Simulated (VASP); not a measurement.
All values below come from vdW-DF2, VASP's PBE PAW potentials (set 64) (plane waves; VASP 6.6.1).

The input files of a VASP run:

**KPOINTS**
```
Automatic mesh
0
Gamma
11 11 11
0 0 0
```

### INCAR
```
ISIF = 2
LREAL = .False.   ! projection in real space or not
ALGO = Normal
LCHARG = .True.
ISMEAR = -5   ! tetrahedra, Bloechl
ZAB_VDW = -1.8867
ENCUT = 520
LUSE_VDW = .True.
NEDOS = 601   ! DOS grid
LASPH = .True.   ! aspherical one-centre terms
AGGAC = 0.0
LWAVE = .False.
LORBIT = 11   ! lm-projected
EDIFF = 1E-7
NELM = 100   ! most electronic steps
GGA = ML
SYSTEM = BP
PREC = Accurate
```

### POSCAR
```
BP
1.0
  0.0000000000   2.3006062289   2.3006062289
  2.3006062289   0.0000000000   2.3006062289
  2.3006062289   2.3006062289   0.0000000000
B P
1 1
Cartesian
  0.0000000000   0.0000000000   0.0000000000
  1.1503031144   1.1503031144   1.1503031144
```

POTCAR, in this order: B P (PBE.64 set). Program: vasp_std.

Estimate the energy per atom (σ→0).

- energy per atom (σ→0): -4.967 eV/atom

### OSZICAR
```
...
DAV:   7    -0.994292947042E+01    0.88931E-01   -0.24901E-01  1352   0.338E+00    0.142E+00
DAV:   8    -0.993401160100E+01    0.89179E-02   -0.72323E-02  1280   0.196E+00    0.430E-01
DAV:   9    -0.993433545254E+01   -0.32385E-03   -0.18465E-03  1040   0.502E-01    0.339E-02
DAV:  10    -0.993434709511E+01   -0.11643E-04   -0.73771E-05  1264   0.843E-02    0.315E-02
DAV:  11    -0.993435233536E+01   -0.52402E-05   -0.11853E-05  1184   0.310E-02    0.600E-03
DAV:  12    -0.993435320674E+01   -0.87139E-06   -0.35209E-06  1248   0.212E-02    0.113E-03
DAV:  13    -0.993435313809E+01    0.68649E-07   -0.90599E-08   736   0.268E-03
   1 F= -.99343531E+01 E0= -.99343531E+01  d E =0.000000E+00
```

The compound is BP in the zinc blende structure. It was relaxed first.
